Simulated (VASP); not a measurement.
A convergence study with VASP on Ag (fcc): one setting is varied, all else stays as given below, so the limit is that of these other settings. The cell's lengths are 1 % over those of the tabulated start, so it is off equilibrium.

```xyz
1
Lattice="0.0000 2.0654 2.0654 2.0654 0.0000 2.0654 2.0654 2.0654 0.0000" Properties=species:S:1:pos:R:3 pbc="T T T"
Ag     0.0000     0.0000     0.0000
```

The numbers are results of PBE GGA, VASP's PBE PAW potentials (set 64) (plane waves; VASP 6.6.1), not measurements. The tightest run used: 1000 eV cut-off, 17×17×17 Γ-centred mesh, first-order Methfessel-Paxton smearing of 0.10 eV, potentials Ag.

The reference is ENCUT = 1000, which took about 70 core-seconds. The timings are rough (shared machines, no repeats); factors under 2 mean little.

Problem. Of the settings ENCUT = 150; ENCUT = 200; ENCUT = 250; ENCUT = 300; ENCUT = 350; ENCUT = 400; ENCUT = 450; ENCUT = 500; ENCUT = 550; ENCUT = 600; ENCUT = 650; ENCUT = 700; ENCUT = 750; ENCUT = 800; ENCUT = 850; ENCUT = 1000, which is the lowest that keeps the difference from the reference in E (eV/atom) within 0.005 from there on, and what does it cost?

Solution. ENCUT = 350; its cost over the reference is about 1/5.
```csv
setting,difference in E (eV/atom),cost over the reference
ENCUT = 150,1.9393,about 1/7
ENCUT = 200,0.1801,about 1/6
ENCUT = 250,0.0016,about 1/5
ENCUT = 300,0.0093,about 1/4
ENCUT = 350,0.0021,about 1/5
ENCUT = 400,0.0006,about 1/3
ENCUT = 450,0.0007,about 1/3
ENCUT = 500,0.0007,about 1/2
ENCUT = 550,0.0004,about 1/2
ENCUT = 600,0.0004,within a factor of 2
ENCUT = 650,0.0004,within a factor of 2
ENCUT = 700,0.0004,within a factor of 2
ENCUT = 750,0.0004,within a factor of 2
ENCUT = 800,0.0004,within a factor of 2
ENCUT = 850,0.0002,within a factor of 2
ENCUT = 1000,0.0000,reference
```

Left out are rungs that failed or repeat a setting and relaxations that didn't move; long series are thinned to 24 rows.

The compound is Ag in the fcc structure. The cell was not relaxed at this level.
